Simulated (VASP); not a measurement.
Input for VASP

File POSCAR:
```
LuGe2
1
    0.0000000000     3.3607650000     3.3607650000
    3.3607650000     0.0000000000     3.3607650000
    3.3607650000     3.3607650000     0.0000000000
Lu Ge
1 2
Direct
  0.0000000000   0.0000000000   0.0000000000
  0.2500000000   0.2500000000   0.2500000000
  0.7500000000   0.7500000000   0.7500000000
```

### INCAR
```
! general
SYSTEM   =  LuGe2
PREC     =  Accurate
ENCUT    =  300
LREAL    =  F
LASPH    =  T

! electronic loop
EDIFF    =  1E-6
NELM     =  100
ALGO     =  Normal
LMAXMIX  =  6

! smearing
ISMEAR   =  0
SIGMA    =  0.2

! functional
GGA      =  PE

! ions
ISIF     =  2

! output
LWAVE    =  F
LCHARG   =  F
```

KPOINTS:
```
Automatic mesh
0
Gamma
7 7 7
0 0 0
```

POTCAR, in this order: Lu_3 Ge_d (PBE.64 set). Program: vasp_std.

Q: Write an equivalent input for Ansatz.

A: One equivalent input (not run):
Ansatz 0.2 input:
```yaml
crystal:
  lattice:
    - [0.0000000, 3.3607650, 3.3607650]
    - [3.3607650, 0.0000000, 3.3607650]
    - [3.3607650, 3.3607650, 0.0000000]
  atoms:
    - { symbol: Lu, position: [0.0000000, 0.0000000, 0.0000000] }
    - { symbol: Ge, position: [0.2500000, 0.2500000, 0.2500000] }
    - { symbol: Ge, position: [0.7500000, 0.7500000, 0.7500000] }
kpoints:
  mp_grid: { grid: [7, 7, 7] }
hamiltonian:
  xc: pbe
  pseudopotentials: { kind: paw }
scf:
  occupations: { method: gaussian, width: 0.2 }
  max_iter: 100
output: { forces: true, stress: true, eigenvalues: true }
```
Limits of the translation: each code has its own PAW files, so the cut-off isn't converted (ENCUT is set for VASP's; basis.ecutwfc is left out, and Ansatz then takes the one that its files recommend); Ansatz stops its SCF on the density residual and VASP on the energy change (EDIFF).

The structure was generated: LuGe2 was put into an ordered model structure, which need not be its known phase. The cell was not relaxed at this level, and its volume differs by -5.9 % from the start's.
